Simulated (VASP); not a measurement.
Computed with r2SCAN+rVV10, VASP's PBE PAW potentials (set 64) (plane waves; VASP).

VASP input:

### POSCAR
```
KBr
1
    0.0000000000     3.2736254002     3.2736254002
    3.2736254002     0.0000000000     3.2736254002
    3.2736254002     3.2736254002     0.0000000000
K Br
1 1
Direct
  0.0000000000   0.0000000000   0.0000000000
  0.5000000000   0.5000000000   0.5000000000
```

File KPOINTS_OPT:
```
k-points along high-symmetry lines
10
Line-mode
Reciprocal
  0.000000   0.000000   0.000000 ! GAMMA
  0.500000   0.000000   0.500000 ! X

  0.500000   0.000000   0.500000 ! X
  0.625000   0.250000   0.625000 ! U

  0.375000   0.375000   0.750000 ! K
  0.000000   0.000000   0.000000 ! GAMMA

  0.000000   0.000000   0.000000 ! GAMMA
  0.500000   0.500000   0.500000 ! L

  0.500000   0.500000   0.500000 ! L
  0.500000   0.250000   0.750000 ! W

  0.500000   0.250000   0.750000 ! W
  0.500000   0.000000   0.500000 ! X
```

**KPOINTS**
```
Automatic mesh
0
Gamma
 8 8 8
0 0 0
```

### INCAR
```
# general
SYSTEM   = KBr
PREC     = Accurate
ENCUT    = 520
LREAL    = .FALSE.
LASPH    = .TRUE.

# electronic loop
EDIFF    = 1E-7
NELM     = 100
ALGO     = Normal
LMAXMIX  = 4
LMIXTAU  = .TRUE.

# smearing
ISMEAR   = -5

# functional
METAGGA  = R2SCAN
LUSE_VDW = .TRUE.
BPARAM   = 11.95
CPARAM   = 0.0093

# ions
ISIF     = 2

# output
LWAVE    = .FALSE.
LCHARG   = .FALSE.
LORBIT   = 11
NEDOS    = 601
```

POTCAR, in this order: K_sv Br (PBE.64 set). Program: vasp_std.

The run wrote:

OUTCAR:
```
 ion  position               nearest neighbor table
   1  0.000  0.000  0.000-   2 3.27   2 3.27   2 3.27   2 3.27   2 3.27   2 3.27
   2  0.500  0.500  0.500-   1 3.27   1 3.27   1 3.27   1 3.27   1 3.27   1 3.27
  LATTYP: Found a face centered cubic cell.
 ALAT       =     6.5472508004
 Subroutine PRICEL returns:
 Original cell was already a primitive cell.
 Subroutine GETGRP returns: Found 48 space group operations
The static configuration has the point symmetry O_h .
The dynamic configuration has the point symmetry O_h .
 Subroutine INISYM returns: Found 48 space group operations
 Subroutine IBZKPT returns following result:
 Found     29 irreducible k-points:

 Following reciprocal coordinates:
            Coordinates               Weight
  0.000000  0.000000  0.000000      1.000000
  0.125000  0.000000  0.000000      8.000000
  0.250000  0.000000  0.000000      8.000000
  0.375000  0.000000  0.000000      8.000000
  0.500000  0.000000  0.000000      4.000000
  0.125000  0.125000  0.000000      6.000000
  0.250000  0.125000  0.000000     24.000000
  0.375000  0.125000  0.000000     24.000000
  0.500000  0.125000  0.000000     24.000000
...
```

File OSZICAR:
```
       N       E                     dE             d eps       ncg     rms          rms(c)
DAV:   1     0.827182995348E+02    0.82718E+02   -0.72219E+03   696   0.120E+03
DAV:   2    -0.195987940154E+02   -0.10232E+03   -0.95680E+02   860   0.277E+02
DAV:   3    -0.261731297293E+02   -0.65743E+01   -0.65416E+01   892   0.635E+01
DAV:   4    -0.265131909046E+02   -0.34006E+00   -0.33940E+00  1296   0.121E+01
DAV:   5    -0.265147443913E+02   -0.15535E-02   -0.15534E-02   892   0.898E-01    0.302E+00
DAV:   6    -0.230537382654E+02    0.34610E+01   -0.14066E+00  1120   0.123E+01    0.202E+00
DAV:   7    -0.225646944077E+02    0.48904E+00   -0.37918E-01  1296   0.663E+00    0.606E-01
DAV:   8    -0.232083554930E+02   -0.64366E+00   -0.33502E-01   816   0.556E+00    0.588E-01
DAV:   9    -0.227009108941E+02    0.50744E+00   -0.18756E-01   732   0.484E+00    0.380E-01
DAV:  10    -0.227089367571E+02   -0.80259E-02   -0.30657E-02   736   0.215E+00    0.162E-01
DAV:  11    -0.227165686103E+02   -0.76319E-02   -0.51132E-02   700   0.264E+00    0.108E-01
DAV:  12    -0.227337024474E+02   -0.17134E-01   -0.64396E-03   704   0.971E-01    0.791E-02
DAV:  13    -0.227350395071E+02   -0.13371E-02   -0.13083E-03   892   0.397E-01    0.243E-02
DAV:  14    -0.227349390616E+02    0.10045E-03   -0.11733E-04   792   0.143E-01    0.124E-02
DAV:  15    -0.227349325163E+02    0.65453E-05   -0.23847E-06  1152   0.114E-02    0.125E-02
DAV:  16    -0.227349068975E+02    0.25619E-04   -0.18274E-06   828   0.170E-02    0.132E-02
DAV:  17    -0.227348785032E+02    0.28394E-04   -0.10213E-05   760   0.441E-02    0.162E-02
DAV:  18    -0.227349101405E+02   -0.31637E-04   -0.15619E-05   776   0.460E-02    0.356E-02
DAV:  19    -0.227350531155E+02   -0.14298E-03   -0.92763E-05   716   0.131E-01    0.343E-02
DAV:  20    -0.227350574898E+02   -0.43743E-05   -0.87424E-06   752   0.407E-02    0.603E-03
DAV:  21    -0.227350561889E+02    0.13009E-05   -0.70935E-07   832   0.114E-02    0.236E-03
DAV:  22    -0.227350564676E+02   -0.27872E-06   -0.51661E-07   772   0.821E-03    0.297E-03
DAV:  23    -0.227350560079E+02    0.45968E-06   -0.11928E-07   544   0.480E-03    0.103E-03
DAV:  24    -0.227350561448E+02   -0.13689E-06   -0.25820E-08   604   0.185E-03    0.400E-04
DAV:  25    -0.227350560252E+02    0.11956E-06   -0.47168E-09   460   0.716E-04    0.136E-04
DAV:  26    -0.227350559792E+02    0.46045E-07   -0.26916E-09   444   0.573E-04
   1 F= -.22735056E+02 E0= -.22735056E+02  d E =0.000000E+00
       N       E                     dE             ncg
       N       E                     dE             ncg
       N       E                     dE             ncg
```

### OUTCAR
```
------------------------ aborting loop because EDIFF is reached ----------------------------------------
  FORCE on cell =-STRESS in cart. coord.  units (eV):
  Direction    XX          YY          ZZ          XY          YZ          ZX
  --------------------------------------------------------------------------------------
  Total       -0.0086024     -0.0086024     -0.0086024     -0.0000000      0.0000000     -0.0000000
  in kB       -0.1964331     -0.1964331     -0.1964331     -0.0000000      0.0000000     -0.0000000
  external PRESSURE =      -0.1964331 kB  Pullay stress =       0.0000000 kB
  volume of cell :       70.16
      direct lattice vectors                 reciprocal lattice vectors
     0.000000000  3.273625400  3.273625400    -0.152735863  0.152735863  0.152735863
     3.273625400  0.000000000  3.273625400     0.152735863 -0.152735863  0.152735863
     3.273625400  3.273625400  0.000000000     0.152735863  0.152735863 -0.152735863
  FREE ENERGIE OF THE ION-ELECTRON SYSTEM (eV)
  ---------------------------------------------------
  free  energy   TOTEN  =       -22.7350559792 eV

  energy  without entropy=      -22.7350559792  energy(sigma->0) =      -22.73505598

 total charge

# of ion       s       p       d       tot
------------------------------------------
    1        1.959   5.678   0.023   7.661
    2        1.593   3.335   0.001   4.930
--------------------------------------------------
tot          3.552   9.014   0.024  12.591
```
(Selected blocks of OUTCAR.)

The compound is KBr in the rock salt structure. It was relaxed first.
